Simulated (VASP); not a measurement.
Consider the following.

```
CELL_PARAMETERS angstrom
      3.26248     0.00000     0.00000
      0.00000     3.26248     0.00000
      0.00000     0.00000     3.26248
ATOMIC_POSITIONS crystal
  Nd 0.00000 0.00000 0.00000
```

Method: r2SCAN meta-GGA, VASP's PBE PAW potentials (set 64) (plane waves; VASP 6.6.1). Run with 400 eV cut-off, 13×13×13 Γ-centred mesh, tetrahedra with Blöchl corrections, potentials Nd_3.

The 4f electrons are frozen in the core of the lanthanide potential, so 4f levels, which can set the real gap, and their magnetism are missing.

### Question
Tabulate the total density of states (states/eV per cell) against energy (eV; zero at the valence-band maximum or, without a gap, the Fermi level).

### Answer

| E (eV) | DOS (states/eV) |
|---|---|
| -9.98 | 0.00 |
| -9.86 | 0.00 |
| -9.62 | 0.00 |
| -9.50 | 0.00 |
| -9.26 | 0.00 |
| -9.14 | 0.00 |
| -8.90 | 0.00 |
| -8.78 | 0.00 |
| -8.66 | 0.00 |
| -8.42 | 0.00 |
| -8.30 | 0.00 |
| -8.06 | 0.00 |
| -7.94 | 0.00 |
| -7.82 | 0.00 |
| -7.58 | 0.00 |
| -7.46 | 0.00 |
| -7.22 | 0.00 |
| -7.10 | 0.00 |
| -6.86 | 0.00 |
| -6.74 | 0.00 |
| -6.62 | 0.00 |
| -6.38 | 0.00 |
| -6.26 | 0.00 |
| -6.02 | 0.00 |
| -5.90 | 0.00 |
| -5.78 | 0.00 |
| -5.54 | 0.00 |
| -5.42 | 0.00 |
| -5.18 | 0.00 |
| -5.06 | 0.00 |
| -4.82 | 0.00 |
| -4.70 | 0.00 |
| -4.58 | 0.00 |
| -4.34 | 0.00 |
| -4.22 | 0.00 |
| -3.98 | 0.00 |
| -3.86 | 0.00 |
| -3.74 | 0.01 |
| -3.50 | 0.05 |
| -3.38 | 0.07 |
| -3.14 | 0.10 |
| -3.02 | 0.11 |
| -2.78 | 0.14 |
| -2.66 | 0.17 |
| -2.54 | 0.28 |
| -2.30 | 0.51 |
| -2.18 | 0.59 |
| -1.94 | 0.79 |
| -1.82 | 0.91 |
| -1.70 | 1.08 |
| -1.46 | 1.77 |
| -1.34 | 2.10 |
| -1.10 | 1.60 |
| -0.98 | 1.07 |
| -0.74 | 0.83 |
| -0.62 | 0.77 |
| -0.50 | 0.69 |
| -0.26 | 1.16 |
| -0.14 | 2.18 |
| 0.10 | 1.66 |
| 0.22 | 1.49 |
| 0.34 | 1.51 |
| 0.58 | 2.25 |
| 0.70 | 2.26 |
| 0.94 | 1.71 |
| 1.06 | 1.26 |
| 1.30 | 1.16 |
| 1.42 | 1.02 |
| 1.54 | 0.82 |
| 1.78 | 0.60 |
| 1.90 | 0.63 |
| 2.14 | 0.86 |
| 2.26 | 1.07 |
| 2.38 | 1.39 |
| 2.62 | 1.48 |
| 2.74 | 1.47 |
| 2.98 | 1.47 |
| 3.10 | 1.33 |
| 3.34 | 1.10 |
| 3.46 | 0.92 |
Within 2 eV below the Fermi level the largest weight inside VASP's projection spheres is Nd d.

The structure was generated: Nd was put into the simple-cubic type (Pm-3m), which need not be its known phase. It was relaxed first, which changed the volume by -9 %.
